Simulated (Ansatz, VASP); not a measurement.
Given: the input of a run of Ansatz 0.2.0 on YbB2.

input.yaml

```yaml
crystal:
  lattice:
    - [3.2718257929, 0.0, 0.0]
    - [-1.6359128964, 2.8334842534, 0.0]
    - [0.0, 0.0, 3.7562126407]
  atoms:
    - { symbol: Yb, position: [0.0, 0.0, 0.0], spin: 1.0 }
    - { symbol: B, position: [0.6666666667, 0.3333333333, 0.5] }
    - { symbol: B, position: [0.3333333333, 0.6666666667, 0.5] }
hamiltonian:
  xc: pbe
  pseudopotentials: { kind: paw }
magnetization:
  spin_polarized: true
kpoints:
  mp_grid: { grid: [9, 9, 7] }
scf:
  occupations: { method: fermi_dirac, width: 0.05 }
output:
  forces: true
  stress: true
  eigenvalues: true
```

Potentials or basis: Ansatz PAW.

The run is started by

```sh
$ ansatz run input.yaml --threads 2 --pin off --max-ram 5120MiB --backend cpu --events-out ev --progress --plain --runs-dir out
```

Set up the same calculation for VASP 6.6.1. Potentials there: VASP PAW PBE potentials, release 64 (Yb, B).

As run (the cutoff follows the program's own potentials):

Contents of INCAR:

```
PREC = Accurate
ENCUT = 520
EDIFF = 1E-7
ISMEAR = -1
SIGMA = 0.05
LREAL = False
LASPH = True
NELM = 150
ALGO = Normal
ISIF = 2
LWAVE = False
LCHARG = False
ISPIN = 2
MAGMOM = 1 0 0
LORBIT = 11
LMAXMIX = 6
GGA = PE
NBANDS = 26
```

File KPOINTS:

```
regular mesh
0
Gamma
  9 9 7
```

Contents of POSCAR:

```
YbB2
1.0
    3.2718257929      0.0000000000      0.0000000000
   -1.6359128964      2.8334842534      0.0000000000
    0.0000000000      0.0000000000      3.7562126407
Yb B
1 2
Direct
    0.0000000000      0.0000000000      0.0000000000
    0.6666666667      0.3333333333      0.5000000000
    0.3333333333      0.6666666667      0.5000000000
```

Potentials or basis: VASP PAW PBE potentials, release 64 (Yb, B).

Command:

```sh
$ cat potpaw_PBE.64/Yb/POTCAR potpaw_PBE.64/B/POTCAR > POTCAR
$ mpirun -np 1 vasp_std > vasp.out
```

Both were run:

|  | VASP | Ansatz | Ansatz less VASP |
| --- | --- | --- | --- |
| gap on the k mesh at the Fermi level (eV) | none | none | - |
| pressure (GPa) | -0.4 | -0.7 | -0.30 |
| largest component of the traceless stress (GPa) | 5.68 | 5.61 | -0.073 |
| net moment per atom (μB) | 0.00 | 0.00 | 0.000 |

A gap of «none» marks a metal or a gap that the smearing closes.

Caveats: spin-orbit coupling is left out, which moves the levels of the heavy elements; without U or exact exchange the open f shell lies at the Fermi level, which spoils levels, moments and volumes; the starting moments weren't kept (Ansatz). The state reached can hang on the start; a lower one may exist.
